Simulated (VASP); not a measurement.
# Valence-band splitting and top-hole masses of Ge (Fd-3m) under biaxial (001) strain, r2SCAN with spin-orbit coupling

Squeezing or stretching Ge in the (001) plane splits the top of its valence band either way, yet the hole left on top is not the same one. The question is how large the splitting becomes for each sign of strain, and what happens to the mass of the top band along the normal and in the plane. For p-channel devices this matters because the uppermost band fills first with holes, and its in-plane mass influences their transport along the layer. We give the second and third valence levels at the zone centre as depths below the top level of the same strained cell, from r2SCAN with spin-orbit coupling on PBEsol geometries. Strain is counted from the relaxed cubic crystal, with tension positive.

## Calculations

The start is a typed prototype cell. The crystal was relaxed with PBEsol. Equal strain is imposed in the (001) plane; the strain along the normal is adjusted until the normal stress vanishes, and the atoms are relaxed with PBEsol. VASP 6.6.1, plane waves with PAW, cutoff 470 eV, no spin polarisation. Band edges are single points at r2SCAN with spin-orbit coupling on these cells, k mesh 7×7×7, read on short lines of k points at the zone centre and through the valleys; energies are counted from the valence-band top at the zone centre. Left out, because the gap closes or the bands invert there: +1.5 % and +2 %. Each level is the mean of a Kramers pair; masses are fitted within 0.05 1/Å of the zone centre and are rough where two bands nearly touch. All levels use the PAW data sets made with PBE.

Notes on method and selection:

- Runs that did not converge, have known faults or may not be shown are not listed, and runs on Ansatz's PAW sets soft_1 and soft_2 are kept to separate tables.

Columns:

- strain (%): strain in the plane (tension positive).
- second level (eV): second valence level below the top at Γ.
- third level (eV): third valence level below the top at Γ.
- mass, normal (mₑ): mass of the top hole band along the normal.
- mass, plane (mₑ): mass of the top hole band in the plane.

Input lines of one member:

```
PREC = Accurate
ENCUT = 470
EDIFF = 1E-06
NELM = 100
ISMEAR = 0
SIGMA = 0.02
LREAL = .FALSE.
ALGO = Normal
METAGGA = R2SCAN
LASPH = .TRUE.
LNONCOLLINEAR = .TRUE.
NBANDS = 38
GGA_COMPAT = .FALSE.
LSORBIT = .TRUE.
KPAR = 2
```

Command (options for logging and memory left out): `mpirun -np 2 vasp_ncl`

## Table of results

| member | sign of the strain | strain (%) | second level (eV) | third level (eV) | mass, normal (mₑ) | mass, plane (mₑ) |
| --- | --- | --- | --- | --- | --- | --- |
| −2 % | compression | −2.0 | 0.1234 | 0.463 | 0.180 | 0.049 |
| −1.5 % | compression | −1.5 | ? | ? | ? | ? |
| −1 % | compression | −1.0 | 0.0770 | 0.355 | 0.187 | 0.052 |
| −0.5 % | compression | −0.5 | 0.0438 | 0.318 | 0.192 | 0.064 |
| 0 % | compression | 0.0 | 0.0012 | 0.289 | 0.179 | 0.191 |
| 0 % | tension | 0.0 | 0.0012 | 0.289 | 0.179 | 0.191 |
| +0.5 % | tension | 0.5 | 0.0540 | 0.320 | 0.036 | 0.121 |
| +1 % | tension | 1.0 | 0.1087 | 0.360 | 0.020 | 0.105 |

Cells marked ? are withheld until the estimate has been made.

Least-squares fits to the members shown, with x = strain (%); R² and errors in the fitted variable (y, or ln y where the fit is in ln y):

| y | sign of the strain | members | fit | R² | rms residual | leave-one-out rms | the same for the mean of the others |
| --- | --- | --- | --- | --- | --- | --- | --- |
| third level (eV) | compression | 4 | y = 0.2790 − 0.08829 x | 0.98 | 0.0091 | 0.027 | 0.088 |
| second level (eV) | compression | 4 | y = 0.008960 − 0.05987 x | 0.98 | 0.0067 | 0.019 | 0.060 |

## What drives the series

Both signs of strain open a gap between the two upper levels, but tension opens it faster: 0.1087 eV at +1 % against 0.0770 eV at −1 %, a ratio of 0.1087 / 0.0770 = 1.41. The 0.0012 eV at zero strain comes from a slight tetragonal distortion left in the cell.

The standard strain Hamiltonian for p states explains the asymmetry. Compression puts the heavy-hole state on top, and tension the light-hole state. Strain also mixes the light-hole state with the split-off state below, which pushes the light-hole level up. Under compression this push narrows the gap to the heavy-hole level above; under tension it widens the gap to the heavy-hole level below. The third level moves away from the top on both sides, from 0.289 eV to 0.355 eV at −1 % and 0.360 eV at +1 %.

The masses follow the orbital character. The heavy-hole state has no p lobe along the normal and so does not couple in that direction to the s-like conduction state, whose repulsion makes a hole light. The top band under tension is rich in that lobe. From −1 % to +1 % the normal mass therefore falls from 0.187 to 0.020 mₑ, while the in-plane mass rises from 0.052 to 0.105 mₑ. Compression thus gives the lighter hole in the plane, and tension the lighter one along the normal. The direct gap, which narrows towards tension, helps to lower the normal mass further between +0.5 % and +1 %.

The contrast is firmer than the individual masses. With ħ²/2mₑ of about 3.8 eV Å² and a mass of 0.052 mₑ, a parabola would fall by about 3.8 × 0.05² / 0.052 = 0.18 eV at the edge of the fit range, more than the splitting at −1 %, so band curvature beyond the parabola can enter the fit. Semilocal functionals also tend to make the direct gap of Ge too small, and hence the light masses too light. On the tensile side the conclusions stop at +1 %, since members with a closed gap or inverted bands were left out.

## An estimate before looking

Plain estimates from the members shown:

- −1.5 % (compression), fit at x = −1.5: 0.411 eV
- −1.5 % (compression), straight-line interpolation between −2 % and −1 %: w = (−1.5 − (−2.0)) / (−1.0 − (−2.0)) = 0.500, so 0.463 + 0.500 × (0.355 − 0.463) = 0.409 eV

The straight-line interpolation, 0.409 eV, should lie too high, because the third level deepens faster as compression grows: by 0.355 − 0.318 = 0.037 eV over the half per cent before −1 %, and by 0.463 − 0.355 = 0.108 eV over the next full per cent. We therefore interpolate the strain splitting δ and let the strain Hamiltonian supply the curvature.

For compression, with s and t the depths of the second and third levels and Δ = 0.289 eV the depth of the third level at zero strain, it gives s + t = Δ + 1.5 δ and s × t = Δ × δ. The sum yields δ = (0.1234 + 0.463 − 0.289) / 1.5 = 0.1983 eV at −2 % and (0.0770 + 0.355 − 0.289) / 1.5 = 0.0953 eV at −1 %. The product agrees at −2 %: 0.1234 × 0.463 = 0.0571 against 0.289 × 0.1983 = 0.0573 eV².

Halfway, δ = (0.1983 + 0.0953) / 2 = 0.1468 eV and s + t = 0.289 + 1.5 × 0.1468 = 0.5092 eV. The larger root is t = 0.5092 / 2 + √((0.5092 / 2)² − 0.289 × 0.1468) = 0.404 eV.

The same route can be tried on −1 % from its neighbours at −0.5 % and −2 %. At −0.5 %, δ = (0.0438 + 0.318 − 0.289) / 1.5 = 0.0485 eV, so at −1 % δ = 0.0485 + (0.1983 − 0.0485) / 3 = 0.0984 eV and s + t = 0.289 + 1.5 × 0.0984 = 0.4366 eV. This gives t = 0.4366 / 2 + √((0.4366 / 2)² − 0.289 × 0.0984) = 0.357 eV against the tabulated 0.355 eV, whereas a straight line gives 0.318 + (0.463 − 0.318) / 3 = 0.366 eV. We take that miss of 0.002 eV as the standard deviation.

**Committed estimate, −1.5 % (compression): third level = 0.404 ± 0.002 eV.**

## How the estimate fared

| member | sign of the strain | strain (%) | second level (eV) | third level (eV) | mass, normal (mₑ) | mass, plane (mₑ) |
| --- | --- | --- | --- | --- | --- | --- |
| −1.5 % | compression | −1.5 | 0.1039 | 0.404 | 0.183 | 0.049 |

| member | estimate | third level (eV) | computed | estimate − computed | miss in error bars |
| --- | --- | --- | --- | --- | --- |
| −1.5 % (compression) | committed | 0.404 | 0.404 | 0.000 | 0.0 |
| −1.5 % (compression) | fit | 0.411 | 0.404 | +0.007 |  |
| −1.5 % (compression) | interpolation | 0.409 | 0.404 | +0.005 |  |

The estimate of 0.404 eV agrees with the computed level to the printed digit and so lies inside its error bar of 0.002 eV. The straight-line interpolation was 0.005 eV too high and the linear fit 0.007 eV too high, in the direction expected from the curvature. Since the error bar rested on a single trial, one hit does not establish it as the general accuracy of the route. That trial also leaned on the −0.5 % cell, which kept the normal strain it was started with because the remaining normal stress was already small. This strain is slightly larger than the neighbouring cells suggest, which raises δ at −0.5 % and with it the trial estimate at −1 %. Part of the 0.002 eV miss may therefore come from that cell and not from the route.

The second level gives a further check, because the same calculation fixes it at 0.5092 − 0.404 = 0.105 eV, against 0.1039 eV computed. A straight line between the neighbours would give (0.1234 + 0.0770) / 2 = 0.1002 eV. The second level thus lies deeper than its straight line and the third less deep. Opposite curvatures of this kind are what the strain-induced mixing of the light-hole and split-off states produces, with a strain splitting that grows almost linearly.

## Exceptions

Least-squares fits to the whole series, with x = strain (%); R² and errors in the fitted variable (y, or ln y where the fit is in ln y):

| y | sign of the strain | members | fit | R² | rms residual | leave-one-out rms | the same for the mean of the others |
| --- | --- | --- | --- | --- | --- | --- | --- |
| third level (eV) | compression | 5 | y = 0.2790 − 0.08680 x | 0.98 | 0.0086 | 0.018 | 0.077 |
| second level (eV) | compression | 5 | y = 0.008960 − 0.06090 x | 0.98 | 0.0063 | 0.013 | 0.054 |

Largest departures from the fit to the whole series:

| member | sign of the strain | third level (eV) | fit | computed − fit | in rms residuals |
| --- | --- | --- | --- | --- | --- |
| −1 % | compression | 0.355 | 0.366 | −0.011 | 1.3 |
| −2 % | compression | 0.463 | 0.453 | +0.010 | 1.2 |
| 0 % | compression | 0.289 | 0.279 | +0.010 | 1.2 |
| −1.5 % | compression | 0.404 | 0.409 | −0.005 | 0.6 |

None stands out: the largest departure, −0.011 eV at −1 %, is only 1.3 rms residuals. The signs follow a pattern, with 0 % and −2 % above the line by 0.010 eV each and the members between them below it, as expected when a straight line is laid through a curve that steepens. The slope doubles from (0.318 − 0.289) / 0.5 = 0.058 eV per % at the start to (0.463 − 0.404) / 0.5 = 0.118 eV per % at the end, because the third level takes up more of the strain shift as the mixing grows.

## What to take away

From −2 % to +1 %, a single fitted strain splitting δ of roughly 0.098 eV per % describes both signs of strain. Under compression it enters the two relations used for the estimate; under tension these become t − 2s = Δ − 1.5 δ and s × (t − s) = Δ × δ, with δ taken positive. Over the six strained members the third level is reproduced with an rms miss of 0.003 eV, against a scatter of 0.051 eV about their mean; δ was fitted to these same members.

For a device at room temperature, where kT is roughly 0.026 eV, the splitting at −1 % is 0.0770 / 0.026 = 3.0 kT, so most holes near the zone centre occupy the top band.

The main reservation concerns the tensile normal mass. Real Ge keeps an open direct gap at the tensile strains left out here, so the computed gap is too small and 0.020 mₑ at +1 % is probably too light. The tables here do not tell by how much. Band edges were also calculated on the same cells with TB-mBJ and spin-orbit coupling, a method designed to give more realistic gaps. We left them out, and should have said so under Calculations; comparing the masses would show how far this one depends on the choice of r2SCAN.

[Logs are printed without paths, hosts, clocks, repeated set-up lines and the standing remarks that a program may print on its own settings, such as how far it seeks lower states.]
